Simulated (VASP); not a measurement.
Method: PBE GGA, VASP's PBE PAW potentials (set 64) (plane waves; VASP).

Input for VASP

**KPOINTS**
```
Automatic mesh
0
Gamma
7 7 7
0 0 0
```

### POSCAR
```
CdF2
1.0
  0.0000000000   2.8002316074   2.8002316074
  2.8002316074   0.0000000000   2.8002316074
  2.8002316074   2.8002316074   0.0000000000
Cd F
1 2
direct
  0.0000000000   1.0000000000   0.0000000000
  0.2500000000   0.2500000000   0.2500000000
  0.7500000000   0.7500000000   0.7500000000
```

INCAR:
```
! general
SYSTEM   =  CdF2
PREC     =  Accurate
ENCUT    =  520
LREAL    =  F
LASPH    =  T

! electronic loop
EDIFF    =  1E-7
NELM     =  100
ALGO     =  Normal
LMAXMIX  =  4

! smearing
ISMEAR   =  0
SIGMA    =  0.05

! functional
GGA      =  PE

! ions
ISIF     =  2

! output
LWAVE    =  F
LCHARG   =  F
```

POTCAR, in this order: Cd F (PBE.64 set). Program: vasp_std.

What VASP printed:

File OSZICAR:
```
       N       E                     dE             d eps       ncg     rms          rms(c)
DAV:   1     0.195406232010E+03    0.19541E+03   -0.15673E+04   696   0.153E+03
DAV:   2    -0.372908536203E+01   -0.19914E+03   -0.19498E+03   802   0.375E+02
DAV:   3    -0.127219363385E+02   -0.89929E+01   -0.89708E+01   704   0.878E+01
DAV:   4    -0.127689752988E+02   -0.47039E-01   -0.47033E-01   771   0.665E+00
DAV:   5    -0.127691341107E+02   -0.15881E-03   -0.15881E-03   712   0.335E-01    0.925E+00
DAV:   6    -0.108550859182E+02    0.19140E+01   -0.58398E+00   900   0.483E+01    0.643E+00
DAV:   7    -0.108956606951E+02   -0.40575E-01   -0.97350E-01   681   0.102E+01    0.367E+00
DAV:   8    -0.108814848739E+02    0.14176E-01   -0.21112E-01   757   0.433E+00    0.836E-01
DAV:   9    -0.108700171385E+02    0.11468E-01   -0.48458E-02   759   0.236E+00    0.126E-01
DAV:  10    -0.108704934813E+02   -0.47634E-03   -0.37986E-03   684   0.835E-01    0.141E-01
DAV:  11    -0.108706205031E+02   -0.12702E-03   -0.41749E-04   736   0.231E-01    0.666E-02
DAV:  12    -0.108706381781E+02   -0.17675E-04   -0.19866E-04   701   0.127E-01    0.156E-02
DAV:  13    -0.108706400945E+02   -0.19163E-05   -0.10951E-05   756   0.299E-02    0.922E-03
DAV:  14    -0.108706398908E+02    0.20363E-06   -0.25603E-06   710   0.220E-02    0.213E-03
DAV:  15    -0.108706399388E+02   -0.48021E-07   -0.15438E-07   571   0.442E-03
   1 F= -.10870640E+02 E0= -.10870640E+02  d E =-.284502E-19
```

**OUTCAR**
```
------------------------ aborting loop because EDIFF is reached ----------------------------------------
  FORCE on cell =-STRESS in cart. coord.  units (eV):
  Direction    XX          YY          ZZ          XY          YZ          ZX
  --------------------------------------------------------------------------------------
  Total       -1.3260321     -1.3260321     -1.3260321      0.0000000     -0.0000000      0.0000000
  in kB      -48.3785408    -48.3785408    -48.3785408      0.0000000     -0.0000000      0.0000000
  external PRESSURE =     -48.3785408 kB  Pullay stress =       0.0000000 kB
  volume of cell :       43.91
      direct lattice vectors                 reciprocal lattice vectors
     0.000000000  2.800231607  2.800231607    -0.178556659  0.178556659  0.178556659
     2.800231607  0.000000000  2.800231607     0.178556659 -0.178556659  0.178556659
     2.800231607  2.800231607  0.000000000     0.178556659  0.178556659 -0.178556659
 POSITION                                       TOTAL-FORCE (eV/Angst)
 -----------------------------------------------------------------------------------
      0.00000      0.00000      0.00000        -0.000000     -0.000000      0.000000
      1.40012      1.40012      1.40012         0.000000      0.000000      0.000000
      4.20035      4.20035      4.20035        -0.000000     -0.000000     -0.000000
 -----------------------------------------------------------------------------------
    total drift:                                0.000000     -0.000000      0.000000
  FREE ENERGIE OF THE ION-ELECTRON SYSTEM (eV)
  ---------------------------------------------------
  free  energy   TOTEN  =       -10.8706399388 eV

  energy  without entropy=      -10.8706399388  energy(sigma->0) =      -10.87063994
```
(Selected blocks of OUTCAR.)

### OUTCAR
```
 val. band max:       -2.1588666913   @ k =  -0.2857   0.4286   0.1429

 cond. band min:       0.5555467143   @ k =   0.0000   0.0000   0.0000


 Fermi energy:        -1.8454469128

 k-point     1 :       0.0000    0.0000    0.0000
  band No.  band energies     occupation
      1     -22.3416      2.00000
      2     -21.5233      2.00000
      3      -7.4847      2.00000
      4      -7.4847      2.00000
      5      -7.4847      2.00000
      6      -6.7174      2.00000
      7      -6.7174      2.00000
      8      -2.8225      2.00000
      9      -2.8225      2.00000
     10      -2.8225      2.00000
     11      -2.7197      2.00000
     12      -2.7197      2.00000
     13      -2.7197      2.00000
     14       0.5555      0.00000
     15      10.0106      0.00000
     16      10.0106      0.00000
     17      10.0106      0.00000

 k-point     2 :       0.1429    0.0000    0.0000
  band No.  band energies     occupation
      1     -22.2934      2.00000
      2     -21.5638      2.00000
      3      -7.4311      2.00000
      4      -7.4310      2.00000
      5      -7.3312      2.00000
      6      -6.7286      2.00000
      7      -6.7286      2.00000
      8      -3.3875      2.00000
      9      -2.9966      2.00000
     10      -2.9966      2.00000
     11      -2.7843      2.00000
     12      -2.6434      2.00000
     13      -2.6434      2.00000
     14       1.2379      0.00000
     15       9.1525      0.00000
     16      10.2468      0.00000
     17      10.2468      0.00000

 k-point     3 :       0.2857    0.0000    0.0000
  band No.  band energies     occupation
      1     -22.1671      2.00000
      2     -21.6737      2.00000
      3      -7.3236      2.00000
      4      -7.3236      2.00000
      5      -6.9505      2.00000
      6      -6.7252      2.00000
      7      -6.7252      2.00000
      8      -4.0747      2.00000
      9      -3.2900      2.00000
     10      -3.2874      2.00000
     11      -3.2874      2.00000
...
```

The compound is CdF2 in the fluorite structure. This cell is one point of a volume scan, at 1.06 of the reference volume.
